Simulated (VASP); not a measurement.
An input for Ansatz (written as the equivalent of a VASP run, and not itself run):

Ansatz 0.2 input:
```yaml
crystal:
  lattice:
    - [4.2053741, 0.0000000, 0.0000000]
    - [-2.1026870, 3.6419603, 0.0000000]
    - [0.0000000, 0.0000000, 6.1193591]
  atoms:
    - { symbol: Sn, position: [0.0000000, 0.0000000, 0.5000000] }
    - { symbol: Br, position: [0.6666670, 0.3333330, 0.2251118] }
    - { symbol: Br, position: [0.3333330, 0.6666670, 0.7748882] }
kpoints:
  mp_grid: { grid: [6, 6, 4] }
hamiltonian:
  xc: lda
  pseudopotentials: { kind: paw }
scf:
  occupations: { method: gaussian, width: 0.05 }
  max_iter: 100
relax:
  max_steps: 60
  f_tol: 0.02
  cell: {}
output: { forces: true, stress: true, eigenvalues: true }
```

### Question
Write the VASP files for the same calculation (LDA).

### Answer
Several could match; the one computed here: 
### KPOINTS
```
K-points
0
gamma
  6 6 4
```

POSCAR:
```
SnBr2
1
    4.2053740551    -0.0000000000     0.0000000000
   -2.1026870276     3.6419603499     0.0000000000
    0.0000000000    -0.0000000000     6.1193591449
Sn Br
1 2
Direct
  0.0000000000   0.0000000000   0.5000000000
  0.6666670000   0.3333330000   0.2251117527
  0.3333330000   0.6666670000   0.7748882473
```

### INCAR
```
! general
SYSTEM  = SnBr2
PREC    = Accurate
ENCUT   = 400
LREAL   = .FALSE.
LASPH   = .TRUE.   ! aspherical one-centre terms

! electronic loop
EDIFF   = 1E-6
NELM    = 100
ALGO    = Normal
LMAXMIX = 4

! smearing
ISMEAR  = 0
SIGMA   = 0.05   ! width (eV)

! ions
IBRION  = 2
NSW     = 60
ISIF    = 3   ! ions, shape and volume
EDIFFG  = -0.02   ! ionic stop

! output
LWAVE   = .FALSE.
LCHARG  = .FALSE.
```

POTCAR, in this order: Sn_d Br (LDA.64 set). Program: vasp_std.

What does not carry over: each code has its own PAW files, so the cut-off isn't converted (ENCUT is set for VASP's; basis.ecutwfc is left out, and Ansatz then takes the one that its files recommend); Ansatz stops its SCF on the density residual and VASP on the energy change (EDIFF); Ansatz's lda is the Perdew-Wang form, while the LDA potentials of VASP carry Perdew-Zunger's.

The structure comes from a computed database's SnBr2 entry (P-3m1); how it stands against other phases isn't given here. This run relaxes it. Symmetry was kept, so distortions that lower it aren't found. The start is the result of an earlier pass.
